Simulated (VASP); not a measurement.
Level of theory: PBE GGA, VASP's PBE PAW potentials (set 64) (plane waves; VASP 6.6.1).

Input for VASP

**POSCAR**
```
Sr
1
    0.0000000000     3.0096902993     3.0096902993
    3.0096902993     0.0000000000     3.0096902993
    3.0096902993     3.0096902993    -0.0000000000
Sr
1
Direct
  0.0000000000   0.0000000000   0.0000000000
```

KPOINTS:
```
Automatic mesh
0
Gamma
7 7 7
0 0 0
```

### INCAR
```
# general
SYSTEM =Sr
PREC   =Accurate
ENCUT  =480   # plane-wave cut-off (eV)
LREAL  =F   # projection in real space or not
LASPH  =T

# electronic loop
EDIFF  =1E-6   # SCF stop (eV)
NELM   =100   # most electronic steps
ALGO   =Normal   # blocked Davidson
LMAXMIX=4   # l cut-off of mixed one-centre charges

# smearing
ISMEAR =0
SIGMA  =0.05

# functional
GGA    =PE   # PBE

# ions
IBRION =2
NSW    =60   # most ionic steps
ISIF   =3   # ions, shape and volume
EDIFFG =-0.01   # ionic stop

# output
LWAVE  =F
LCHARG =F
```

POTCAR, in this order: Sr_sv (PBE.64 set). Program: vasp_std.

Output of the run:

OSZICAR:
```
       N       E                     dE             d eps       ncg     rms          rms(c)
DAV:   1     0.352586857682E+02    0.35259E+02   -0.46102E+03   360   0.902E+02
DAV:   2     0.892644508929E-02   -0.35250E+02   -0.34779E+02   389   0.162E+02
DAV:   3    -0.158373443443E+01   -0.15927E+01   -0.15813E+01   571   0.275E+01
DAV:   4    -0.163636297431E+01   -0.52629E-01   -0.52492E-01   505   0.479E+00
DAV:   5    -0.163744448231E+01   -0.10815E-02   -0.10814E-02   574   0.406E-01    0.111E+01
DAV:   6    -0.163804065645E+01   -0.59617E-03   -0.63393E-03   427   0.110E+00    0.631E+00
DAV:   7    -0.163833448611E+01   -0.29383E-03   -0.11342E-02   427   0.145E+00    0.285E-01
DAV:   8    -0.163832881568E+01    0.56704E-05   -0.17358E-03   549   0.254E-01    0.118E-01
DAV:   9    -0.163834808156E+01   -0.19266E-04   -0.21795E-05   482   0.529E-02    0.358E-02
DAV:  10    -0.163836124691E+01   -0.13165E-04   -0.86617E-06   449   0.301E-02    0.314E-02
DAV:  11    -0.163836065926E+01    0.58765E-06   -0.40984E-07   228   0.680E-03
   1 F= -.16383607E+01 E0= -.16363447E+01  d E =-.163836E+01
```

OUTCAR:
```
------------------------ aborting loop because EDIFF is reached ----------------------------------------
  FORCE on cell =-STRESS in cart. coord.  units (eV):
  Direction    XX          YY          ZZ          XY          YZ          ZX
  --------------------------------------------------------------------------------------
  Total        0.0004585      0.0004585      0.0004585      0.0000000      0.0000000     -0.0000000
  in kB        0.0134724      0.0134724      0.0134724      0.0000000      0.0000000     -0.0000000
  external PRESSURE =       0.0134724 kB  Pullay stress =       0.0000000 kB
  volume of cell :       54.52
      direct lattice vectors                 reciprocal lattice vectors
     0.000000000  3.009690299  3.009690299    -0.166130050  0.166130050  0.166130050
     3.009690299  0.000000000  3.009690299     0.166130050 -0.166130050  0.166130050
     3.009690299  3.009690299  0.000000000     0.166130050  0.166130050 -0.166130050
 POSITION                                       TOTAL-FORCE (eV/Angst)
 -----------------------------------------------------------------------------------
      0.00000      0.00000      0.00000         0.000000     -0.000000     -0.000000
 -----------------------------------------------------------------------------------
    total drift:                               -0.000000     -0.000000      0.000000
  FREE ENERGIE OF THE ION-ELECTRON SYSTEM (eV)
  ---------------------------------------------------
  free  energy   TOTEN  =        -1.6383606593 eV

  energy  without entropy=       -1.6343286463  energy(sigma->0) =       -1.63634465

 reached required accuracy - stopping structural energy minimisation
```
(Selected blocks of OUTCAR.)

The compound is Sr in the fcc structure. It was relaxed first. The start is the result of an earlier pass.
